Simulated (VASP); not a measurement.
```
CELL_PARAMETERS angstrom
      3.98000     0.00000     0.00000
      0.00000     3.98000     0.00000
      0.00000     0.00000     5.02000
ATOMIC_POSITIONS crystal
  Pb 0.50000 0.00000 0.76500
  Pb 0.00000 0.50000 0.23500
  O  0.50000 0.50000 0.00000
  O  0.00000 0.00000 0.00000
```

The base run (VASP): PBE GGA, plane waves, VASP's PBE PAW potentials (set 64). Run with 520 eV cut-off, 5×5×4 Γ-centred mesh, Gaussian smearing of 0.050 eV, potentials Pb_d O.

One setting is varied; ΔE counts from the base run. The base run took about 20 core-seconds. The timings are rough (shared machines, no repeats); factors under 2 mean little.

```json
[
 {"setting": "AMIX = 0.6, BMIX = 1.0, IMIX = 4", "cost over the base run": "within a factor of 2", "electronic steps": "14", "ΔE (meV/atom)": "0.0"},
 {"setting": "AMIX = 1.0, BMIX = 3.0, IMIX = 4", "cost over the base run": "within a factor of 2", "electronic steps": "16", "ΔE (meV/atom)": "0.0"},
 {"setting": "AMIX = 0.1, BMIX = 0.0001, IMIX = 4", "cost over the base run": "within a factor of 2", "electronic steps": "19", "ΔE (meV/atom)": "0.0"},
 {"setting": "base run", "cost over the base run": "reference", "electronic steps": "15", "ΔE (meV/atom)": "0.0"},
 {"setting": "AMIX = 1.0, BMIX = 3.0, IMIX = 1", "cost over the base run": "about 3 times", "electronic steps": "59", "ΔE (meV/atom)": "0.0"}
]
```

Left out are runs that failed, have no time on record or changed the cell.

The compound is PbO in the litharge structure. The cell was not relaxed at this level.
